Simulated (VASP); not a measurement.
Output of a VASP run:

**OUTCAR**
```
 ion  position               nearest neighbor table
   1  0.000  0.000  0.000-   2 3.55   2 3.55   2 3.55   2 3.55   2 3.55   2 3.55
   2  0.500  0.500  0.500-   1 3.55   1 3.55   1 3.55   1 3.55   1 3.55   1 3.55
  LATTYP: Found a face centered cubic cell.
 ALAT       =     7.0947599498
 Subroutine PRICEL returns:
 Original cell was already a primitive cell.
 Subroutine GETGRP returns: Found 48 space group operations
The static configuration has the point symmetry O_h .
The dynamic configuration has the point symmetry O_h .
 Subroutine INISYM returns: Found 48 space group operations
 Subroutine IBZKPT returns following result:
 Found     20 irreducible k-points:

 Following reciprocal coordinates:
            Coordinates               Weight
  0.000000  0.000000  0.000000      1.000000
  0.142857  0.000000  0.000000      8.000000
  0.285714  0.000000  0.000000      8.000000
  0.428571  0.000000  0.000000      8.000000
  0.142857  0.142857  0.000000      6.000000
  0.285714  0.142857  0.000000     24.000000
  0.428571  0.142857  0.000000     24.000000
 -0.428571  0.142857  0.000000     24.000000
 -0.285714  0.142857  0.000000     24.000000
 -0.142857  0.142857  0.000000     12.000000
  0.285714  0.285714  0.000000      6.000000
  0.428571  0.285714  0.000000     24.000000
 -0.428571  0.285714  0.000000     24.000000
 -0.285714  0.285714  0.000000     12.000000
  0.428571  0.428571  0.000000      6.000000
 -0.428571  0.428571  0.000000     12.000000
  0.428571  0.285714  0.142857     24.000000
 -0.428571  0.285714  0.142857     48.000000
 -0.428571  0.428571  0.142857     24.000000
 -0.285714  0.428571  0.142857     24.000000
   k-points           NKPTS =     20   k-points in BZ     NKDIM =     20   number of bands    NBANDS=     12
   number of dos      NEDOS =    601   number of ions     NIONS =      2
   total plane-waves  NPLWV =  64000
   dimension x,y,z NGX =    40 NGY =   40 NGZ =   40
   dimension x,y,z NGXF=    80 NGYF=   80 NGZF=   80
   ions per type =               1   1
   PREC   = accura    normal or accurate (medium, high low for compatibility)
   ISTART =      0    job   : 0-new  1-cont  2-samecut
   ICHARG =      2    charge: 1-file 2-atom 10-const
   ISPIN  =      1    spin polarized calculation?
   LNONCOLLINEAR =      F non collinear calculations
   LSORBIT =      F    spin-orbit coupling
   INIWAV =      1    electr: 0-lowe 1-rand  2-diag
   ENCUT  =  520.0 eV  38.22 Ry    6.18 a.u.   9.33  9.33  9.33*2*pi/ulx,y,z
   NELM   =    100;   NELMIN=  2; NELMDL= -5     # of ELM steps
   EDIFF  = 0.1E-06   stopping-criterion for ELM
   LREAL  =      F    real-space projection
   NLSPLINE    = F    spline interpolate recip. space projectors
   LMAXMIX     =    4 max onsite mixed and CHGCAR
   VOSKOWN=      0    Vosko Wilk Nusair interpolation
   EDIFFG = 0.1E-05   stopping-criterion for IOM
   NSW    =      0    number of steps for IOM
   NBLOCK =      1;   KBLOCK =      1    inner block; outer block
   IBRION =     -1    ionic relax: 0-MD 1-quasi-New 2-CG
   NFREE  =      0    steps in history (QN), initial steepest desc. (CG)
   ISIF   =      2    stress and relaxation
   ISYM   =      2    0-nonsym 1-usesym 2-fastsym
   TEIN   =    0.0    initial temperature
   TEBEG  =    0.0;   TEEND  =   0.0 temperature during run
   SMASS  =  -3.00    Nose mass-parameter (am)
   PSTRESS=    0.0 pullay stress
   NELECT =      16.0000    total number of electrons
   EFERMI =   0.00;   METHOD = LEGACY
   ISMEAR =    -5;   SIGMA  =   0.20  broadening in eV -4-tet -1-fermi 0-gaus
   IALGO  =     38    algorithm
   LDIAG  =      T    sub-space diagonalisation (order eigenvalues)
   IMIX   =      4    mixing-type and parameters
     AMIX     =   0.40;   BMIX     =  1.00
     AMIX_MAG =   1.60;   BMIX_MAG =  1.00
     AMIN     =   0.10
   GGA     = PE    functional components
   VOSKOWN =     0    Vosko Wilk Nusair interpolation
   LHFCALC =     F    Hartree Fock is set to
   LHFONE  =     F    Hartree Fock one center treatment
...
```

File OSZICAR:
```
       N       E                     dE             d eps       ncg     rms          rms(c)
DAV:   1     0.925095476782E+02    0.92510E+02   -0.63959E+03   480   0.112E+03
DAV:   2     0.194484589978E+00   -0.92315E+02   -0.86069E+02   588   0.246E+02
DAV:   3    -0.538761685650E+01   -0.55821E+01   -0.55554E+01   636   0.568E+01
DAV:   4    -0.564219192061E+01   -0.25458E+00   -0.25434E+00   904   0.106E+01
DAV:   5    -0.564301254836E+01   -0.82063E-03   -0.82061E-03   640   0.665E-01    0.298E+00
DAV:   6    -0.555839876992E+01    0.84614E-01   -0.12249E-01   592   0.220E+00    0.215E+00
DAV:   7    -0.555388575443E+01    0.45130E-02   -0.13440E-01   596   0.209E+00    0.804E-01
DAV:   8    -0.555942591705E+01   -0.55402E-02   -0.14882E-02   624   0.903E-01    0.107E-01
DAV:   9    -0.555990390318E+01   -0.47799E-03   -0.10740E-03   604   0.213E-01    0.698E-02
DAV:  10    -0.556010279602E+01   -0.19889E-03   -0.20284E-04   588   0.992E-02    0.212E-02
DAV:  11    -0.556012371614E+01   -0.20920E-04   -0.40439E-05   580   0.404E-02    0.127E-02
DAV:  12    -0.556012492015E+01   -0.12040E-05   -0.48200E-06   596   0.182E-02    0.118E-02
DAV:  13    -0.556012532430E+01   -0.40414E-06   -0.10790E-06   608   0.679E-03    0.373E-03
DAV:  14    -0.556012519878E+01    0.12552E-06   -0.83627E-08   460   0.249E-03    0.235E-04
DAV:  15    -0.556012519519E+01    0.35875E-08   -0.18245E-08   416   0.114E-03
   1 F= -.59676764E+01 E0= -.59676764E+01  d E =0.000000E+00
```

### OUTCAR
```
------------------------ aborting loop because EDIFF is reached ----------------------------------------
 Edisp (eV)   -0.40755
  FORCE on cell =-STRESS in cart. coord.  units (eV):
  Direction    XX          YY          ZZ          XY          YZ          ZX
  --------------------------------------------------------------------------------------
  Total       0.01335     0.01335     0.01335    -0.00000    -0.00000     0.00000
  in kB       0.23961     0.23961     0.23961    -0.00000    -0.00000     0.00000
  external pressure =        0.24 kB  Pullay stress =        0.00 kB
  volume of cell :       89.28
      direct lattice vectors                 reciprocal lattice vectors
     0.000000000  3.547379975  3.547379975    -0.140949096  0.140949096  0.140949096
     3.547379975  0.000000000  3.547379975     0.140949096 -0.140949096  0.140949096
     3.547379975  3.547379975  0.000000000     0.140949096  0.140949096 -0.140949096
  FREE ENERGIE OF THE ION-ELECTRON SYSTEM (eV)
  ---------------------------------------------------
  free  energy   TOTEN  =        -5.9676763682 eV

  energy  without entropy=       -5.9676763682  energy(sigma->0) =       -5.96767637

 total charge

# of ion       s       p       d       tot
------------------------------------------
    1        1.957   5.577   0.022   7.556
    2        1.492   2.854   0.001   4.347
--------------------------------------------------
tot          3.449   8.431   0.023  11.904
```
(Selected blocks of OUTCAR.)

**POSCAR**
```
KI
1
   -0.0000000000     3.5473799749     3.5473799749
    3.5473799749    -0.0000000000     3.5473799749
    3.5473799749     3.5473799749    -0.0000000000
K I
1 1
Direct
  0.0000000000   0.0000000000   0.0000000000
  0.5000000000   0.5000000000   0.5000000000
```

Task: Reconstruct the remaining input files.

Result: One answer among several that fit: the input of the run itself, PBE GGA with D3 dispersion (zero damping), plane waves, VASP's PBE PAW potentials (set 64).

### INCAR
```
SYSTEM = KI
PREC = Accurate; ENCUT = 520; LREAL = F
LASPH = T
EDIFF = 1E-7; NELM = 100; ALGO = Normal
LMAXMIX = 4
ISMEAR = -5
GGA = PE; IVDW = 11
ISIF = 2
LWAVE = F; LCHARG = T; LORBIT = 11
NEDOS = 601
```

File KPOINTS:
```
Automatic
0
G
 7 7 7
```

POTCAR, in this order: K_sv I (PBE.64 set). Program: vasp_std.

The compound is KI in the rock salt structure. It was relaxed first.
